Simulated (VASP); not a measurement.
These are AM05 GGA, VASP's PBE PAW potentials (set 64) (plane waves; VASP 6.6.1) values and carry that method's errors.

VASP ran on this input.

File KPOINTS:
```
Automatic mesh
0
Gamma
14 14 13
0 0 0
```

**POSCAR**
```
WC
1.0
  1.4621970595  -2.5325996723   0.0000000000
  1.4621970595   2.5325996723   0.0000000000
  0.0000000000   0.0000000000   2.8519651410
W C
1 1
direct
  0.0000000000   0.0000000000   0.0000000000
  0.3333330000   0.6666670000   0.5000000000
```

### INCAR
```
NELM=100   ! most electronic steps
ALGO=Normal
ISIF=4
GGA=AM   ! AM05
LWAVE=.FALSE.
PREC=Accurate
LASPH=.TRUE.   ! aspherical one-centre terms
SYSTEM=WC
EDIFF=1E-7
LREAL=.FALSE.
EDIFFG=-0.01
LMAXMIX=6   ! l cut-off of mixed one-centre charges
LCHARG=.FALSE.
ISMEAR=1
IBRION=2
SIGMA=0.1   ! width (eV)
NSW=30
ENCUT=520   ! plane-wave cut-off (eV)
```

POTCAR, in this order: W_sv C (PBE.64 set). Program: vasp_std.

Output

### OSZICAR
```
       N       E                     dE             d eps       ncg     rms          rms(c)
DAV:   1     0.109600229188E+03    0.10960E+03   -0.98452E+03  4384   0.155E+03
DAV:   2    -0.222920830562E+02   -0.13189E+03   -0.12830E+03  4978   0.380E+02
DAV:   3    -0.262500957088E+02   -0.39580E+01   -0.39254E+01  5463   0.607E+01
DAV:   4    -0.262875558686E+02   -0.37460E-01   -0.37436E-01  4721   0.626E+00
DAV:   5    -0.262878844600E+02   -0.32859E-03   -0.32855E-03  5303   0.594E-01    0.318E+01
DAV:   6    -0.235882171804E+02    0.26997E+01   -0.85477E+00  4963   0.301E+01    0.870E+00
DAV:   7    -0.235084667605E+02    0.79750E-01   -0.39223E-01  4583   0.550E+00    0.592E+00
DAV:   8    -0.234758731592E+02    0.32594E-01   -0.76803E-02  4848   0.251E+00    0.679E-01
DAV:   9    -0.234749573107E+02    0.91585E-03   -0.35496E-03  4708   0.470E-01    0.145E-01
DAV:  10    -0.234747915482E+02    0.16576E-03   -0.28976E-04  5078   0.236E-01    0.608E-02
DAV:  11    -0.234747916919E+02   -0.14370E-06   -0.19287E-05  4833   0.426E-02    0.101E-02
DAV:  12    -0.234747909898E+02    0.70219E-06   -0.40023E-06  4803   0.179E-02    0.276E-03
DAV:  13    -0.234747910004E+02   -0.10617E-07   -0.80336E-08  2694   0.313E-03
   1 F= -.23474791E+02 E0= -.23474829E+02  d E =-.234748E+02
       N       E                     dE             d eps       ncg     rms          rms(c)
DAV:   1    -0.234752619397E+02   -0.47095E-03   -0.17160E-02  4388   0.157E+00    0.110E-01
DAV:   2    -0.234749029353E+02    0.35900E-03   -0.71955E-04  4643   0.268E-01    0.582E-02
DAV:   3    -0.234747720822E+02    0.13085E-03   -0.27823E-04  4708   0.153E-01    0.180E-02
DAV:   4    -0.234747711610E+02    0.92121E-06   -0.10306E-05  4788   0.318E-02    0.818E-03
DAV:   5    -0.234747707989E+02    0.36213E-06   -0.84666E-07  4713   0.890E-03    0.178E-03
DAV:   6    -0.234747707137E+02    0.85141E-07   -0.96168E-08  2429   0.319E-03
   2 F= -.23474771E+02 E0= -.23474806E+02  d E =0.202867E-04
       N       E                     dE             d eps       ncg     rms          rms(c)
DAV:   1    -0.234749769403E+02   -0.20614E-03   -0.54335E-03  4388   0.884E-01    0.616E-02
DAV:   2    -0.234748626394E+02    0.11430E-03   -0.22767E-04  4643   0.151E-01    0.328E-02
DAV:   3    -0.234748213717E+02    0.41268E-04   -0.89611E-05  4708   0.864E-02    0.997E-03
DAV:   4    -0.234748212365E+02    0.13525E-06   -0.32167E-06  4773   0.178E-02    0.456E-03
DAV:   5    -0.234748212351E+02    0.13806E-08   -0.26440E-07  4408   0.495E-03
   3 F= -.23474821E+02 E0= -.23474859E+02  d E =-.302347E-04
```

OUTCAR:
```
------------------------ aborting loop because EDIFF is reached ----------------------------------------
  FORCE on cell =-STRESS in cart. coord.  units (eV):
  Direction    XX          YY          ZZ          XY          YZ          ZX
  --------------------------------------------------------------------------------------
  Total       -1.4980935     -1.4980936     -1.4949793      0.0000000      0.0000000      0.0000000
  in kB     -113.6325754   -113.6325818   -113.3963570      0.0000000      0.0000000      0.0000000
  external PRESSURE =    -113.5538380 kB  Pullay stress =       0.0000000 kB
  volume of cell :       21.12
      direct lattice vectors                 reciprocal lattice vectors
     1.462675672 -2.533428652  0.000000000     0.341839281 -0.197360995 -0.000000000
     1.462675672  2.533428652  0.000000000     0.341839281  0.197360995 -0.000000000
     0.000000000  0.000000000  2.850099024    -0.000000000  0.000000000  0.350865002
 POSITION                                       TOTAL-FORCE (eV/Angst)
 -----------------------------------------------------------------------------------
      0.00000      0.00000      0.00000        -0.000000     -0.000000      0.000000
      1.46268      0.84448      1.42505         0.000000      0.000000      0.000000
 -----------------------------------------------------------------------------------
    total drift:                               -0.000000     -0.000380     -0.000000
  FREE ENERGIE OF THE ION-ELECTRON SYSTEM (eV)
  ---------------------------------------------------
  free  energy   TOTEN  =       -23.4748212351 eV

  energy  without entropy=      -23.4749332417  energy(sigma->0) =      -23.47485857

 reached required accuracy - stopping structural energy minimisation
```
(Selected blocks of OUTCAR.)

**CONTCAR**
```
WC
   1.00000000000000
     1.4626756723395176   -2.5334286517646314    0.0000000000000000
     1.4626756723395176    2.5334286517646314    0.0000000000000000
     0.0000000000000000    0.0000000000000000    2.8500990240859547
  W               C
     1     1
Direct
     0.0000000000000000    0.0000000000000000    0.0000000000000000
     0.3333330000000032    0.6666669999999968    0.5000000000000000
```

OUTCAR:
```
 val. band max:       10.6293450310   @ k =   0.0714   0.0714   0.3846

 cond. band min:      10.6942714909   @ k =   0.5000   0.0000   0.3846


 Fermi energy:        10.6559977099

 k-point     1 :       0.0000    0.0000    0.0000
  band No.  band energies     occupation
      1     -63.3544      2.00000
      2     -27.3147      2.00000
      3     -27.2223      2.00000
      4     -27.2222      2.00000
      5      -3.6165      2.00000
      6       6.4346      2.00000
      7       7.4029      2.00000
      8       7.4029      2.00000
      9      10.8034     -0.05757
     10      13.8144      0.00000
     11      13.8144      0.00000
     12      16.2392      0.00000
     13      16.2393      0.00000

 k-point     2 :       0.0714    0.0000    0.0000
  band No.  band energies     occupation
      1     -63.3517      2.00000
      2     -27.3096      2.00000
      3     -27.2620      2.00000
      4     -27.2313      2.00000
      5      -3.4844      2.00000
      6       6.4726      2.00000
      7       7.2207      2.00000
      8       7.5257      2.00000
      9      10.4017      2.00191
     10      13.7674      0.00000
     11      14.2615      0.00000
     12      15.9594      0.00000
     13      16.1436      0.00000

 k-point     3 :       0.1429    0.0000    0.0000
  band No.  band energies     occupation
      1     -63.3443      2.00000
      2     -27.3723      2.00000
      3     -27.2953      2.00000
      4     -27.2565      2.00000
      5      -3.1046      2.00000
      6       6.2564      2.00000
      7       7.0999      2.00000
      8       7.8784      2.00000
      9       9.6040      2.00000
     10      13.6383      0.00000
     11      15.1676      0.00000
     12      15.2910      0.00000
     13      15.8978      0.00000

 k-point     4 :       0.2143    0.0000    0.0000
  band No.  band energies     occupation
      1     -63.3336      2.00000
      2     -27.5285      2.00000
      3     -27.2927      2.00000
...
```

Unless said otherwise, spin-orbit coupling is left out, though it shifts the bands of the heavy elements here.

The compound is WC in the wc structure. This cell is one point of a volume scan, at 1.03 of the reference volume. Symmetry was kept, so distortions that lower it aren't found.
